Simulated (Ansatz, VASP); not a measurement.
HfAl3N in VASP and in Ansatz

```
CELL_PARAMETERS angstrom
4.09348 0.00000 0.00000
0.00000 4.09348 0.00000
0.00000 0.00000 4.09348
ATOMIC_POSITIONS crystal
Hf 0.00000 0.00000 0.00000
Al 0.00000 0.50000 0.50000
Al 0.50000 0.00000 0.50000
Al 0.50000 0.50000 0.00000
N 0.50000 0.50000 0.50000
```

Change from the starting cell: species swapped into the GdBPd3 type (Pm-3m, No. 221).

Alike in both runs: task single point; functional PBE; k mesh 4 × 4 × 4; occupations gaussian, width 0.1 eV; no spin polarisation.

|  | VASP | Ansatz |
| --- | --- | --- |
| version | VASP 6.6.1 | Ansatz 0.2.0 |
| potentials or method | VASP PAW PBE potentials, release 64 (Hf_pv, Al, N) | scalar-relativistic, plane waves, PAW |
| plane-wave cutoff (eV) | 520 | 420 |
| valence electrons in the cell | 24 | 40 |

Ansatz gave:

- gap on the k mesh at the Fermi level (eV): none
- pressure (GPa): 8.7

Q: Which values does VASP return?

A: gap on the k mesh at the Fermi level (eV): none; pressure (GPa): 8.8.

A gap of «none» marks a metal or a gap that the smearing closes. The functional is the same, so the differences come from potentials, cutoffs and numerics. The two sets of potentials don't hold the same shells in valence.

Caveats: the k mesh is coarse (spacing up to 0.38 Å⁻¹), so the values aren't converged. Spin-orbit coupling is left out, which matters for the levels of Hf.
